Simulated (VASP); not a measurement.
VASP input:

**INCAR**
```
GGA = PE
SIGMA = 0.05   # width (eV)
LASPH = .True.
NELM = 100   # most electronic steps
ISIF = 3
ALGO = Normal   # blocked Davidson
ISMEAR = 0   # Gaussian
EDIFF = 1E-6   # SCF stop (eV)
IBRION = 2   # conjugate gradients
NSW = 60
LREAL = .False.
SYSTEM = GaSb
LCHARG = .False.
PREC = Accurate
LWAVE = .False.
ENCUT = 480   # plane-wave cut-off (eV)
EDIFFG = -0.01
LMAXMIX = 4   # l cut-off of mixed one-centre charges
```

### KPOINTS
```
Automatic mesh
0
Gamma
7 7 7
0 0 0
```

**POSCAR**
```
GaSb
1
    0.0000000000     3.0500000000     3.0500000000
    3.0500000000     0.0000000000     3.0500000000
    3.0500000000     3.0500000000     0.0000000000
Ga Sb
1 1
Direct
  0.0000000000   0.0000000000   0.0000000000
  0.7500000000   0.7500000000   0.7500000000
```

POTCAR, in this order: Ga_d Sb (PBE.64 set). Program: vasp_std.

**Question.** Translate this PBE calculation to Ansatz.

**Answer.** One equivalent input (not run):
Ansatz 0.2 input:
```yaml
crystal:
  lattice:
    - [0.0000000, 3.0500000, 3.0500000]
    - [3.0500000, 0.0000000, 3.0500000]
    - [3.0500000, 3.0500000, 0.0000000]
  atoms:
    - { symbol: Ga, position: [0.0000000, 0.0000000, 0.0000000] }
    - { symbol: Sb, position: [0.7500000, 0.7500000, 0.7500000] }
kpoints:
  mp_grid: { grid: [7, 7, 7] }
hamiltonian:
  xc: pbe
  pseudopotentials: { kind: paw }
scf:
  occupations: { method: gaussian, width: 0.05 }
  max_iter: 100
relax:
  max_steps: 60
  f_tol: 0.01
  cell: {}
output: { forces: true, stress: true, eigenvalues: true }
```
What does not carry over: each code has its own PAW files, so the cut-off isn't converted (ENCUT is set for VASP's; basis.ecutwfc is left out, and Ansatz then takes the one that its files recommend); Ansatz stops its SCF on the density residual and VASP on the energy change (EDIFF).

The compound is GaSb in the zinc blende structure. This run relaxes it. Symmetry was kept, so distortions that lower it aren't found.
